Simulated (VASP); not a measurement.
Elastic constants (GPa) of a crystal from VASP with PBEsol GGA, VASP's PBE PAW potentials (set 64):

```csv
,xx,yy,zz,yz,xz,xy
xx,56.6,27.5,27.5,0.0,0.0,0.0
yy,27.5,56.6,27.5,0.0,0.0,0.0
zz,27.5,27.5,56.6,0.0,0.0,0.0
yz,0.0,0.0,0.0,32.8,0.0,0.0
xz,0.0,0.0,0.0,0.0,32.8,0.0
xy,0.0,0.0,0.0,0.0,0.0,32.8
```

The 4f electrons are frozen in the core of the lanthanide potential, so 4f levels, which can set the real gap, and their magnetism are missing. Finite-difference elastic constants of metals are sensitive to mesh and smearing; shear constants can be off by tens of GPa.

Problem. Work out the Voigt, Reuss and Hill moduli, Young's modulus and Poisson's ratio.

Solution. All eigenvalues are positive (smallest 29.1 GPa), so the crystal is stable. K_V = (C11+C22+C33+2(C12+C13+C23))/9 = (169.8 + 2×82.5)/9 = 37.2 GPa; G_V = (169.8 − 82.5 + 3×98.4)/15 = 25.5 GPa. From the compliances, K_R = 37.2 GPa and G_R = 21.8 GPa. Hill: K = 37.2 GPa, G = 23.7 GPa, E = 9KG/(3K+G) = 58.6 GPa, ν = (3K−2G)/(2(3K+G)) = 0.238. K/G = 1.57, below Pugh's 1.75; universal anisotropy A^U = 0.84.

Problem. With a density of 7.42 g/cm³, what are the mean sound speeds?

Solution. v_l = √((K+4G/3)/ρ) = 3.04 km/s and v_t = √(G/ρ) = 1.79 km/s. The crystal is Pm (relaxed from the fcc structure, space group Fm-3m), cubic.

The structure was generated: Pm was put into the fcc type (Fm-3m), which need not be its known phase. It was relaxed first.
